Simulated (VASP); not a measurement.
An input for Ansatz (written as the equivalent of a VASP run, and not itself run):

Ansatz 0.2 input:
```yaml
crystal:
  lattice:
    - [3.8186971, 0.0000000, 0.0000000]
    - [0.0000000, 3.8186971, 0.0000000]
    - [0.0000000, 0.0000000, 3.8186971]
  atoms:
    - { symbol: K, position: [0.0000000, 0.0000000, 0.0000000] }
    - { symbol: Ta, position: [0.5000000, 0.5000000, 0.5000000] }
    - { symbol: O, position: [0.5000000, 0.0000000, 0.5000000] }
    - { symbol: O, position: [0.0000000, 0.5000000, 0.5000000] }
    - { symbol: O, position: [0.5000000, 0.5000000, 0.0000000] }
kpoints:
  mp_grid: { grid: [6, 6, 6] }
hamiltonian:
  xc: lda
  pseudopotentials: { kind: paw }
scf:
  occupations: { method: gaussian, width: 0.05 }
  max_iter: 100
relax:
  max_steps: 40
  f_tol: 0.02
  cell: { p_target: 45 }
output: { forces: true, stress: true, eigenvalues: true }
```

### Question
Write the VASP files for the same calculation (LDA).

### Answer
Several could match; the one computed here: 
File POSCAR:
```
KTaO3
1
    3.8186970587     0.0000000000     0.0000000000
    0.0000000000     3.8186970587     0.0000000000
    0.0000000000     0.0000000000     3.8186970587
K Ta O
1 1 3
Direct
  0.0000000000   0.0000000000   0.0000000000
  0.5000000000   0.5000000000   0.5000000000
  0.5000000000   0.0000000000   0.5000000000
  0.0000000000   0.5000000000   0.5000000000
  0.5000000000   0.5000000000   0.0000000000
```

**INCAR**
```
LREAL=.FALSE.
LWAVE=.FALSE.
ALGO=Normal   # blocked Davidson
NSW=40   # most ionic steps
PREC=Accurate
ISMEAR=0   # Gaussian
IBRION=2   # conjugate gradients
EDIFFG=-0.02   # ionic stop
PSTRESS=450   # kbar
SYSTEM=KTaO3
SIGMA=0.05
NELM=100   # most electronic steps
LMAXMIX=6   # l cut-off of mixed one-centre charges
LASPH=.TRUE.   # aspherical one-centre terms
ENCUT=620   # plane-wave cut-off (eV)
LCHARG=.FALSE.
ISIF=3
EDIFF=1E-6
```

File KPOINTS:
```
Automatic mesh
0
Gamma
6 6 6
0 0 0
```

POTCAR, in this order: K_sv Ta_pv O (LDA.64 set). Program: vasp_std.

What does not carry over: each code has its own PAW files, so the cut-off isn't converted (ENCUT is set for VASP's; basis.ecutwfc is left out, and Ansatz then takes the one that its files recommend); Ansatz stops its SCF on the density residual and VASP on the energy change (EDIFF); Ansatz's lda is the Perdew-Wang form, while the LDA potentials of VASP carry Perdew-Zunger's.

The compound is KTaO3 in the cubic perovskite structure. This run relaxes it under an external pressure of 45 GPa. Symmetry was kept, so distortions that lower it aren't found.
